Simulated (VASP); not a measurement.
Here is the system:

```xyz
4
Lattice="2.5424 0.0000 0.0000 -1.2712 2.2018 0.0000 0.0000 0.0000 4.2048" Properties=species:S:1:pos:R:3 pbc="T T T"
B      0.0000     1.4678     0.0012
B      1.2712     0.7339     2.1036
N      0.0000     1.4678     1.5756
N      1.2712     0.7339     3.6780
```

These are PBEsol GGA, VASP's PBE PAW potentials (set 64) (plane waves; VASP) values and carry that method's errors. Run with 620 eV cut-off, 10×10×5 Γ-centred mesh, Gaussian smearing of 0.050 eV, potentials B N.

Question: What does the run give for the energy per atom (σ→0)?

Answer: 
| Property | Value |
|---|---|
| energy per atom (σ→0) | -9.159 eV/atom |

Only differences to runs with the same potentials and settings are physical.

The structure was generated: BN was put into the wurtzite type (P6_3mc), which need not be its known phase. It was relaxed first.
